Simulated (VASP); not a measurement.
Method: optB86b-vdW, VASP's PBE PAW potentials (set 64) (plane waves; VASP).

VASP ran on this input.

INCAR:
```
AGGAC = 0.0
ALGO = Normal
EDIFF = 1E-7
ENCUT = 520
GGA = MK
ICHARG = 11
ISMEAR = 0
LASPH = .True.
LCHARG = .False.
LMAXMIX = 4
LORBIT = 11
LREAL = .False.
LUSE_VDW = .True.
LWAVE = .False.
NELM = 100
PARAM1 = 0.1234
PARAM2 = 1.0
PREC = Accurate
SIGMA = 0.05
SYSTEM = Ru
```

POSCAR:
```
Ru
1.0
  1.3542591980  -2.3456458931   0.0000000000
  1.3542591980   2.3456458931   0.0000000000
  0.0000000000   0.0000000000   4.2681578037
Ru
2
Cartesian
  1.3542591980   0.7818835281   1.0670394509
  1.3542591980  -0.7818835281   3.2011183528
```

**KPOINTS**
```
k-points along high-symmetry lines
10
Line-mode
Reciprocal
  0.000000   0.000000   0.000000 ! GAMMA
 -0.000000   0.500000   0.000000 ! M

 -0.000000   0.500000   0.000000 ! M
 -0.333333   0.666667   0.000000 ! K

 -0.333333   0.666667   0.000000 ! K
  0.000000   0.000000   0.000000 ! GAMMA

  0.000000   0.000000   0.000000 ! GAMMA
  0.000000   0.000000   0.500000 ! A

  0.000000   0.000000   0.500000 ! A
 -0.000000   0.500000   0.500000 ! L

 -0.000000   0.500000   0.500000 ! L
 -0.333333   0.666667   0.500000 ! H

 -0.333333   0.666667   0.500000 ! H
  0.000000   0.000000   0.500000 ! A

 -0.000000   0.500000   0.500000 ! L
 -0.000000   0.500000   0.000000 ! M

 -0.333333   0.666667   0.500000 ! H
 -0.333333   0.666667   0.000000 ! K
```

POTCAR, in this order: Ru_pv (PBE.64 set). Program: vasp_std. Read from the step before: CHGCAR.

Task: What will the output report for the number of irreducible k-points (NKPTS), largest plane-wave count, number of space-group operations, FFT grid (NGX, NGY, NGZ)?

Result: 
```
Property                                      Result
--------------------------------------  ------------
number of irreducible k-points (NKPTS)            90
largest plane-wave count                         752
number of space-group operations                  24
FFT grid (NGX, NGY, NGZ)                20 × 20 × 32
```

The compound is Ru in the hcp structure. It was relaxed first.
